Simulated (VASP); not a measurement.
These are vdW-DF-cx, VASP's PBE PAW potentials (set 64) (plane waves; VASP 6.6.1) values and carry that method's errors.

The input files of a VASP run:

### POSCAR
```
CdSe
1
    2.1883306336    -3.7902995968     0.0000000000
    2.1883306336     3.7902995968     0.0000000000
    0.0000000000     0.0000000000     7.1353626299
Cd Se
2 2
Direct
  0.6666670000   0.3333330000   0.5000211227
  0.3333330000   0.6666670000   0.0000211227
  0.6666670000   0.3333330000   0.8759788773
  0.3333330000   0.6666670000   0.3759788773
```

**INCAR**
```
ISMEAR = 0   # Gaussian
ENCUT = 520   # plane-wave cut-off (eV)
ALGO = Normal   # blocked Davidson
LMAXMIX = 4
GGA = CX
ISIF = 4   # ions and shape, fixed volume
EDIFFG = -0.01   # ionic stop
LWAVE = F
IBRION = 2   # conjugate gradients
NELM = 100
LREAL = F   # projection in real space or not
LUSE_VDW = T
AGGAC = 0.0
EDIFF = 1E-7
NSW = 30
PREC = Accurate
LCHARG = F
SYSTEM = CdSe
SIGMA = 0.05   # width (eV)
LASPH = T   # aspherical one-centre terms
```

### KPOINTS
```
Automatic mesh
0
Gamma
6 6 3
0 0 0
```

POTCAR, in this order: Cd Se (PBE.64 set). Program: vasp_std.

**Question.** What will the output report for the number of irreducible k-points (NKPTS), largest plane-wave count, number of space-group operations, FFT grid (NGX, NGY, NGZ)?

**Answer.** 
```
Item                                          Result
--------------------------------------  ------------
number of irreducible k-points (NKPTS)            14
largest plane-wave count                        3196
number of space-group operations                  12
FFT grid (NGX, NGY, NGZ)                36 × 36 × 54
```

The compound is CdSe in the wurtzite structure. This cell is one point of a volume scan, at 1.03 of the reference volume.
